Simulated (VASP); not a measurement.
Computed with PBEsol GGA, VASP's PBE PAW potentials (set 64) (plane waves; VASP).

VASP input:

File POSCAR:
```
ScGa3
1
    4.0817600000     0.0000000000     0.0000000000
    0.0000000000     4.0817600000     0.0000000000
    0.0000000000     0.0000000000     4.0817600000
Sc Ga
1 3
Direct
  0.0000000000   0.0000000000   0.0000000000
  0.5000000000   0.5000000000   0.0000000000
  0.0000000000   0.5000000000   0.5000000000
  0.5000000000   0.0000000000   0.5000000000
```

**KPOINTS**
```
Automatic
0
Gamma
 11 11 11
0 0 0
```

INCAR:
```
ISMEAR = -1   ! Fermi-Dirac
ALGO = Normal   ! blocked Davidson
LASPH = .TRUE.   ! aspherical one-centre terms
LCHARG = .FALSE.
EDIFF = 1E-6   ! SCF stop (eV)
ENCUT = 300
LWAVE = .FALSE.
NELM = 100
GGA = PS   ! PBEsol
SYSTEM = ScGa3
LREAL = .FALSE.   ! projection in real space or not
ISIF = 2   ! forces and stress, cell fixed
LMAXMIX = 4   ! l cut-off of mixed one-centre charges
PREC = Accurate
SIGMA = 0.136
```

POTCAR, in this order: Sc_sv Ga_d (PBE.64 set). Program: vasp_std.

The run wrote:

### OUTCAR
```
 ion  position               nearest neighbor table
   1  0.000  0.000  0.000-   2 2.89   3 2.89   4 2.89   3 2.89   4 2.89   2 2.89   3 2.89   3 2.89
                             2 2.89   4 2.89   4 2.89   2 2.89
   2  0.500  0.500  0.000-   1 2.89   3 2.89   4 2.89   3 2.89   4 2.89   1 2.89   4 2.89   4 2.89
                             1 2.89   3 2.89   3 2.89   1 2.89
   3  0.000  0.500  0.500-   1 2.89   2 2.89   4 2.89   1 2.89   2 2.89   1 2.89   4 2.89   1 2.89
                             2 2.89   4 2.89   2 2.89   4 2.89
   4  0.500  0.000  0.500-   1 2.89   2 2.89   3 2.89   1 2.89   2 2.89   2 2.89   3 2.89   2 2.89
                             1 2.89   3 2.89   1 2.89   3 2.89
  LATTYP: Found a simple cubic cell.
 ALAT       =     4.0817600000
 Subroutine PRICEL returns:
 Original cell was already a primitive cell.
 Subroutine GETGRP returns: Found 48 space group operations
The static configuration has the point symmetry O_h .
The dynamic configuration has the point symmetry O_h .
 Subroutine INISYM returns: Found 48 space group operations
 Subroutine IBZKPT returns following result:
 Found     56 irreducible k-points:

 Following reciprocal coordinates:
            Coordinates               Weight
  0.000000  0.000000  0.000000      1.000000
  0.090909  0.000000  0.000000      6.000000
  0.181818  0.000000  0.000000      6.000000
...
```

OSZICAR:
```
       N       E                     dE             d eps       ncg     rms          rms(c)
DAV:   1     0.331868056631E+03    0.33187E+03   -0.17571E+04  3376   0.212E+03
DAV:   2     0.158952235250E+02   -0.31597E+03   -0.31078E+03  3402   0.526E+02
DAV:   3    -0.188523933749E+02   -0.34748E+02   -0.33817E+02  4144   0.153E+02
DAV:   4    -0.200665616931E+02   -0.12142E+01   -0.11941E+01  4296   0.284E+01
DAV:   5    -0.201071203638E+02   -0.40559E-01   -0.40522E-01  4348   0.562E+00    0.847E+00
DAV:   6    -0.189993188352E+02    0.11078E+01   -0.40854E+00  4524   0.163E+01    0.275E+00
DAV:   7    -0.189263408426E+02    0.72978E-01   -0.18658E-01  3892   0.414E+00    0.154E+00
DAV:   8    -0.189006346014E+02    0.25706E-01   -0.55917E-02  4434   0.176E+00    0.208E-01
DAV:   9    -0.188999528275E+02    0.68177E-03   -0.74733E-03  3854   0.103E+00    0.629E-02
DAV:  10    -0.188999203933E+02    0.32434E-04   -0.58586E-04  4604   0.263E-01    0.349E-02
DAV:  11    -0.188999080206E+02    0.12373E-04   -0.16147E-04  4178   0.151E-01    0.575E-03
DAV:  12    -0.188999086704E+02   -0.64985E-06   -0.14439E-05  4292   0.372E-02    0.141E-03
DAV:  13    -0.188999087502E+02   -0.79761E-07   -0.12779E-06  2686   0.103E-02
   1 F= -.18899909E+02 E0= -.18854144E+02  d E =-.915300E-01
```

OUTCAR:
```
------------------------ aborting loop because EDIFF is reached ----------------------------------------
  FORCE on cell =-STRESS in cart. coord.  units (eV):
  Direction    XX          YY          ZZ          XY          YZ          ZX
  --------------------------------------------------------------------------------------
  Total       -0.8552515     -0.8552515     -0.8552515     -0.0000000     -0.0000000     -0.0000000
  in kB      -20.1493968    -20.1493968    -20.1493968     -0.0000000     -0.0000000     -0.0000000
  external PRESSURE =     -20.1493968 kB  Pullay stress =       0.0000000 kB
  volume of cell :       68.01
      direct lattice vectors                 reciprocal lattice vectors
     4.081760000  0.000000000  0.000000000     0.244992356  0.000000000  0.000000000
     0.000000000  4.081760000  0.000000000     0.000000000  0.244992356  0.000000000
     0.000000000  0.000000000  4.081760000     0.000000000  0.000000000  0.244992356
 POSITION                                       TOTAL-FORCE (eV/Angst)
 -----------------------------------------------------------------------------------
      0.00000      0.00000      0.00000         0.000000      0.000000      0.000000
      2.04088      2.04088      0.00000         0.000000      0.000000      0.000000
      0.00000      2.04088      2.04088         0.000000      0.000000      0.000000
      2.04088      0.00000      2.04088         0.000000      0.000000      0.000000
 -----------------------------------------------------------------------------------
    total drift:                                0.000000     -0.000000     -0.000000
  FREE ENERGIE OF THE ION-ELECTRON SYSTEM (eV)
  ---------------------------------------------------
  free  energy   TOTEN  =       -18.8999087502 eV

  energy  without entropy=      -18.8083787956  energy(sigma->0) =      -18.85414377
```
(Selected blocks of OUTCAR.)

At this cut-off the stress carries a Pulay error, which pulls relaxed volumes low.

The structure comes from a computed database's ScGa3 entry; how it stands against other phases isn't given here. The cell was not relaxed at this level.
